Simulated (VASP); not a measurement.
The input files of a VASP run:

KPOINTS:
```
Automatic mesh
0
G
8 8 8
0 0 0
```

**POSCAR**
```
MoS2
6.6926270
  0.2363022771   0.1364290883   0.9620542128
 -0.2363022771   0.1364290883   0.9620542128
  0.0000000000  -0.2728581766   0.9620542128
Mo S
1 2
Cartesian
  0.0000000000  -0.0000000000   2.8855276826
 -0.0000000000   0.0000000000   1.1918033414
  0.0000000000   0.0000000000   0.7310736548
```

**INCAR**
```
SYSTEM = MoS2
PREC = Accurate
ENCUT = 150
EDIFF = 1E-03
NELM = 100
ALGO = Normal
LREAL = .FALSE.
LASPH = .TRUE.
ISMEAR = 0
SIGMA = 0.01
GGA = PE
LMAXMIX = 4
LWAVE = .FALSE.
LCHARG = .FALSE.
ISIF = 2
```

POTCAR, in this order: Mo_sv S (PBE.64 set). Program: vasp_std.

Question: Translate this PBE calculation to Ansatz.

Answer: One equivalent input (not run):
Ansatz 0.2 input:
```yaml
crystal:
  lattice:
    - [1.5814830, 0.9130690, 6.4386700]
    - [-1.5814830, 0.9130690, 6.4386700]
    - [0.0000000, -1.8261380, 6.4386700]
  atoms:
    - { symbol: Mo, position: [0.9997800, 0.9997800, 0.9997800] }
    - { symbol: S, position: [0.4129370, 0.4129370, 0.4129370] }
    - { symbol: S, position: [0.2533030, 0.2533030, 0.2533030] }
kpoints:
  mp_grid: { grid: [8, 8, 8] }
hamiltonian:
  xc: pbe
  pseudopotentials: { kind: paw }
scf:
  occupations: { method: gaussian, width: 0.01 }
  max_iter: 100
output: { forces: true, stress: true, eigenvalues: true }
```
What does not carry over: each code has its own PAW files, so the cut-off isn't converted (ENCUT is set for VASP's; basis.ecutwfc is left out, and Ansatz then takes the one that its files recommend); Ansatz stops its SCF on the density residual and VASP on the energy change (EDIFF).

The structure comes from a computed database's MoS2 entry; how it stands against other phases isn't given here. The cell was not relaxed at this level. The run is one of a series of settings (EDIFF = 1E-03, ENCUT = 150, KPOINTS 8×8×8 Γ-centred mesh against the base run), some of them coarse on purpose.
